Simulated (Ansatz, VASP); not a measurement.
# Cross-check of SbP between VASP and Ansatz, part 3 of 3

Aim: how closely do two programs agree when they are given the same cell, functional and k mesh? The cell is generated by rule, not measured, and may not be a known phase. The cell is taken from a series of runs on this material, whose earlier steps may have relaxed, scaled, displaced or heated it; both programs get it as it stands.

VASP 6.6.1 and Ansatz 0.2.0.

So far: The structure; Ansatz: zone-centre phonons, LDA; VASP: zone-centre phonons, LDA.

## Step 3: VASP: zone-centre phonons, LDA (continued)

Level of this step: LDA; plane waves and PAW (Sb, P); invented cell (VASP).

Numbers of over 12 decimals in the logs are rounded to 6 here.

From OUTCAR (step 3):

```text
ion  position               nearest neighbor table
   1  0.000  0.725  0.003-   7 2.59   5 2.59   5 2.59   8 2.84   2 3.24
   2  0.000  0.275  0.003-   7 2.59   6 2.59   6 2.59   8 2.84   1 3.24
   3  0.500  0.000  0.576-   7 2.55   7 2.55   5 3.20   6 3.20   4 3.64   4 3.64
   4  0.500  0.500  0.508-   8 2.47   8 2.47   3 3.64   3 3.64
   5  0.500  0.850  0.201-   6 2.16   1 2.59   1 2.59   3 3.20
   6  0.500  0.150  0.201-   5 2.16   2 2.59   2 2.59   3 3.20
   7  0.000  0.000  0.795-   3 2.55   3 2.55   1 2.59   2 2.59
   8  0.000  0.500  0.713-   4 2.47   4 2.47   1 2.84   2 2.84

  LATTYP: Found a simple orthorhombic cell.
 ALAT       =     3.6798033399
 B/A-ratio  =     1.9536745049
 C/A-ratio  =     2.1842509055

 Subroutine GETGRP returns: Found  4 space group operations
 (whereof  4 operations were pure point group operations)

The static configuration has the point symmetry C_2v.

 Found     45 irreducible k-points:

   k-points           NKPTS =     45   k-points in BZ     NKDIM =     45   number of bands    NBANDS=     28

   dimension x,y,z NGX =    28 NGY =   54 NGZ =   60
   dimension x,y,z NGXF=    56 NGYF=  108 NGZF=  120

   ENCUT  =  500.0 eV  36.75 Ry    6.06 a.u.   6.71 13.11 14.65*2*pi/ulx,y,z

   NELECT =      40.0000    total number of electrons

 k-points in reciprocal lattice and weights: Automatic mesh
   0.00000000  0.00000000  0.00000000       0.008
   0.12500000  0.00000000  0.00000000       0.016
   0.25000000  0.00000000  0.00000000       0.016
   0.37500000  0.00000000  0.00000000       0.016
   0.50000000  0.00000000  0.00000000       0.008
   0.00000000  0.25000000  0.00000000       0.016
   0.12500000  0.25000000  0.00000000       0.031
   0.25000000  0.25000000  0.00000000       0.031
   0.37500000  0.25000000  0.00000000       0.031
[...]
0.37500000  0.50000000  0.50000000       0.016
   0.50000000  0.50000000  0.50000000       0.008

 average (electrostatic) potential at core
       1 -88.1071       2 -88.1071       3 -87.9376       4 -87.8824       5 -84.1973
       6 -84.1973       7 -84.3997       8 -83.8749

 Eigenvectors and eigenvalues of the dynamical matrix
 ----------------------------------------------------

   1 f  =   12.043314 THz    75.670377 2PiTHz  401.721730 cm-1    49.807124 meV
             X         Y         Z           dx          dy          dz
      0.000000  5.214250  0.023670    -0.000000   -0.009111   -0.008609
      0.000000  1.974888  0.023670    -0.000000    0.009111   -0.008609
      1.839902  0.000000  4.627248    -0.000000    0.000000   -0.008240
      1.839902  3.594569  4.082354    -0.000000    0.000000   -0.075896
      1.839902  6.108405  1.618151     0.000000   -0.677659   -0.069790
      1.839902  1.080733  1.618151     0.000000    0.677659   -0.069790
      0.000000  0.000000  6.390489     0.000000    0.000000    0.108987
      0.000000  3.594569  5.729109     0.000000   -0.000000    0.231935

   2 f  =    9.881235 THz    62.085630 2PiTHz  329.602518 cm-1    40.865486 meV
             X         Y         Z           dx          dy          dz
      0.000000  5.214250  0.023670    -0.000000    0.001433   -0.015156
      0.000000  1.974888  0.023670    -0.000000   -0.001433   -0.015156
      1.839902  0.000000  4.627248    -0.000000    0.000000   -0.050271
      1.839902  3.594569  4.082354    -0.000000    0.000000    0.402966
      1.839902  6.108405  1.618151     0.000000   -0.160874    0.032513
      1.839902  1.080733  1.618151     0.000000    0.160874    0.032513
      0.000000  0.000000  6.390489     0.000000    0.000000    0.163609
      0.000000  3.594569  5.729109     0.000000   -0.000000   -0.868323

   3 f  =    9.235274 THz    58.026941 2PiTHz  308.055598 cm-1    38.194009 meV
             X         Y         Z           dx          dy          dz
      0.000000  5.214250  0.023670     0.033595   -0.000000    0.000000
      0.000000  1.974888  0.023670     0.033595   -0.000000    0.000000
      1.839902  0.000000  4.627248     0.012746   -0.000000    0.000000
      1.839902  3.594569  4.082354     0.441910    0.000000    0.000000
      1.839902  6.108405  1.618151    -0.065992    0.000000    0.000000
      1.839902  1.080733  1.618151    -0.065992    0.000000   -0.000000
      0.000000  0.000000  6.390489    -0.011891    0.000000    0.000000
      0.000000  3.594569  5.729109    -0.890755   -0.000000   -0.000000

   4 f  =    9.044085 THz    56.825660 2PiTHz  301.678194 cm-1    37.403312 meV
             X         Y         Z           dx          dy          dz
      0.000000  5.214250  0.023670    -0.000000    0.055770   -0.021228
      0.000000  1.974888  0.023670    -0.000000   -0.055770   -0.021228
      1.839902  0.000000  4.627248    -0.000000   -0.000000   -0.256590
      1.839902  3.594569  4.082354    -0.000000    0.000000   -0.047646
      1.839902  6.108405  1.618151     0.000000    0.113262   -0.167408
      1.839902  1.080733  1.618151     0.000000   -0.113262   -0.167408
      0.000000  0.000000  6.390489     0.000000    0.000000    0.911462
      0.000000  3.594569  5.729109     0.000000   -0.000000    0.110902

   5 f  =    8.344384 THz    52.429309 2PiTHz  278.338680 cm-1    34.509583 meV
             X         Y         Z           dx          dy          dz
      0.000000  5.214250  0.023670     0.000000    0.228444   -0.098409
      0.000000  1.974888  0.023670    -0.000000    0.228444    0.098409
      1.839902  0.000000  4.627248    -0.000000    0.035831   -0.000000
      1.839902  3.594569  4.082354     0.000000   -0.008142    0.000000
      1.839902  6.108405  1.618151    -0.000000   -0.064443   -0.146028
      1.839902  1.080733  1.618151     0.000000   -0.064443    0.146028
      0.000000  0.000000  6.390489     0.000000   -0.904765    0.000000
      0.000000  3.594569  5.729109    -0.000000    0.073167    0.000000

   6 f  =    8.266177 THz    51.937923 2PiTHz  275.729989 cm-1    34.186146 meV
             X         Y         Z           dx          dy          dz
      0.000000  5.214250  0.023670    -0.267916    0.000000   -0.000000
      0.000000  1.974888  0.023670     0.267916    0.000000    0.000000
      1.839902  0.000000  4.627248    -0.000000    0.000000   -0.000000
      1.839902  3.594569  4.082354     0.000000    0.000000    0.000000
      1.839902  6.108405  1.618151     0.654386   -0.000000   -0.000000
      1.839902  1.080733  1.618151    -0.654386   -0.000000    0.000000
      0.000000  0.000000  6.390489     0.000000   -0.000000   -0.000000
      0.000000  3.594569  5.729109    -0.000000    0.000000    0.000000

   7 f  =    8.171418 THz    51.342535 2PiTHz  272.569172 cm-1    33.794255 meV
             X         Y         Z           dx          dy          dz
      0.000000  5.214250  0.023670     0.013884    0.000000   -0.000000
      0.000000  1.974888  0.023670     0.013884    0.000000    0.000000
      1.839902  0.000000  4.627248     0.409765    0.000000   -0.000000
      1.839902  3.594569  4.082354    -0.006518   -0.000000   -0.000000
      1.839902  6.108405  1.618151     0.022159   -0.000000   -0.000000
      1.839902  1.080733  1.618151     0.022159   -0.000000    0.000000
      0.000000  0.000000  6.390489    -0.911331   -0.000000    0.000000
      0.000000  3.594569  5.729109     0.012559    0.000000    0.000000

   8 f  =    7.138088 THz    44.849929 2PiTHz  238.100984 cm-1    29.520746 meV
             X         Y         Z           dx          dy          dz
      0.000000  5.214250  0.023670    -0.000000    0.090001    0.300805
      0.000000  1.974888  0.023670    -0.000000    0.090001   -0.300805
      1.839902  0.000000  4.627248    -0.000000    0.027859   -0.000000
      1.839902  3.594569  4.082354     0.000000    0.005297    0.000000
      1.839902  6.108405  1.618151     0.000000   -0.297234   -0.541406
      1.839902  1.080733  1.618151     0.000000   -0.297234    0.541406
      0.000000  0.000000  6.390489     0.000000    0.196198    0.000000
      0.000000  3.594569  5.729109    -0.000000   -0.024447    0.000000

   9 f  =    7.127920 THz    44.786042 2PiTHz  237.761820 cm-1    29.478695 meV
             X         Y         Z           dx          dy          dz
      0.000000  5.214250  0.023670    -0.332850   -0.000000   -0.000000
      0.000000  1.974888  0.023670    -0.332850   -0.000000    0.000000
      1.839902  0.000000  4.627248    -0.003832   -0.000000   -0.000000
      1.839902  3.594569  4.082354     0.076766   -0.000000    0.000000
      1.839902  6.108405  1.618151     0.618869    0.000000    0.000000
      1.839902  1.080733  1.618151     0.618869    0.000000   -0.000000
      0.000000  0.000000  6.390489     0.016593   -0.000000   -0.000000
      0.000000  3.594569  5.729109    -0.078997    0.000000    0.000000

  10 f  =    6.557543 THz    41.202256 2PiTHz  218.736080 cm-1    27.119805 meV
             X         Y         Z           dx          dy          dz
      0.000000  5.214250  0.023670    -0.000000   -0.139096   -0.330897
      0.000000  1.974888  0.023670    -0.000000    0.139096   -0.330897
      1.839902  0.000000  4.627248    -0.000000    0.000000   -0.035677
      1.839902  3.594569  4.082354     0.000000    0.000000   -0.039426
      1.839902  6.108405  1.618151     0.000000   -0.021444    0.587884
      1.839902  1.080733  1.618151     0.000000    0.021444    0.587884
      0.000000  0.000000  6.390489     0.000000   -0.000000    0.200493
      0.000000  3.594569  5.729109    -0.000000    0.000000    0.084608

  11 f  =    4.959958 THz    31.164336 2PiTHz  165.446392 cm-1    20.512729 meV
             X         Y         Z           dx          dy          dz
      0.000000  5.214250  0.023670     0.000000    0.167714    0.149849
      0.000000  1.974888  0.023670     0.000000    0.167714   -0.149849
      1.839902  0.000000  4.627248     0.000000    0.125045   -0.000000
      1.839902  3.594569  4.082354     0.000000   -0.055589   -0.000000
    [... 145 further lines ...]
      0.000000  0.000000  6.390489    -0.000000    0.060950    0.000000
      0.000000  3.594569  5.729109    -0.000000    0.198061   -0.000000

 ELASTIC MODULI CONTR FROM IONIC RELAXATION (kBar)
 Direction    XX          YY          ZZ          XY          YZ          ZX
 --------------------------------------------------------------------------------
 XX        -227.6697   -111.9435   -391.9759      0.0000     -0.0000     -0.0000
 YY        -111.9435   -473.3667   -219.8612      0.0000     -0.0000     -0.0000
 ZZ        -391.9759   -219.8612   -793.5649     -0.0000     -0.0000     -0.0000
 XY           0.0000      0.0000     -0.0000   -175.3990      0.0000     -0.0000
 YZ          -0.0000      0.0000     -0.0000      0.0000   -246.1370     -0.0000
 ZX          -0.0000     -0.0000     -0.0000     -0.0000     -0.0000   -557.5947
 --------------------------------------------------------------------------------
```

The k-mesh is coarse for a metal.

## Step 4: Comparison

Known differences besides the potentials themselves: the two LDA forms differ slightly; the data sets hold 80 valence electrons in Ansatz (on its default PAW (the set named soft_2) files) and 40 in VASP; the cutoff is 420 eV in Ansatz and 500 eV in VASP; VASP's log shows a relativistic correction to its local exchange, Ansatz's none. Total energies have different zeros and are not compared.

Both answers:

```csv
quantity,Ansatz,VASP,difference
"optical mode 1 (imaginary, printed as negative) (cm⁻¹)",-69.3,-70.1,+0.7
"optical mode 2 (imaginary, printed as negative) (cm⁻¹)",-31.9,-31.9,+0.1
optical mode 3 (cm⁻¹),25.3,23.2,+2.1
optical mode 4 (cm⁻¹),35.9,34.1,+1.9
optical mode 5 (cm⁻¹),41.8,41.0,+0.9
optical mode 6 (cm⁻¹),47.2,47.5,-0.2
optical mode 7 (cm⁻¹),63.9,64.1,-0.40 %
optical mode 8 (cm⁻¹),95.3,96.8,-1.56 %
optical mode 9 (cm⁻¹),134.4,133.9,+0.33 %
optical mode 10 (cm⁻¹),141.4,143.9,-1.74 %
optical mode 11 (cm⁻¹),164.9,165.4,-0.31 %
optical mode 12 (cm⁻¹),214.0,218.7,-2.17 %
optical mode 13 (cm⁻¹),233.5,237.8,-1.80 %
optical mode 14 (cm⁻¹),233.8,238.1,-1.81 %
optical mode 15 (cm⁻¹),268.8,272.6,-1.37 %
optical mode 16 (cm⁻¹),271.6,275.7,-1.49 %
optical mode 17 (cm⁻¹),275.1,278.3,-1.17 %
optical mode 18 (cm⁻¹),296.4,301.7,-1.74 %
optical mode 19 (cm⁻¹),302.2,308.1,-1.89 %
optical mode 20 (cm⁻¹),323.7,329.6,-1.79 %
optical mode 21 (cm⁻¹),403.8,401.7,+0.52 %
```

Modes are paired by rising frequency, not by their patterns, so a pair may set unlike modes beside each other; they are those without the splitting of longitudinal modes.

## Step 5: What came out

| Item | Value |
| --- | --- |
| r.m.s. difference of the optical zone-centre modes, each program's sorted by frequency (zone-centre phonons, LDA) | 3.2 cm⁻¹ |
| difference in optical mode 12 (zone-centre phonons, LDA) | -2.2 % |

**Reading.** The r.m.s. difference of the optical zone-centre modes, each program's sorted by frequency is 3.2 cm⁻¹ (zone-centre phonons, LDA). The data sets hold unlike numbers of valence electrons (80 in Ansatz and 40 in VASP), so part of the differences comes from the potentials. Among the rows given in per cent, the largest difference of the zone-centre phonons, LDA pair is in optical mode 12, -2.2 %. How closely two codes agree says nothing of how well the functional describes the real material.

[Lines on the potential files, build, host, timing and source positions are cut from VASP's logs without a mark.]

[Logs are printed without paths, hosts, clocks, repeated set-up lines and the standing remarks that a program may print on its own settings, such as how far it seeks lower states.]

[Hosts, paths, dates, database ids (printed as entryN), source tags and the programs' standing remarks are cut or masked in the printed files.]
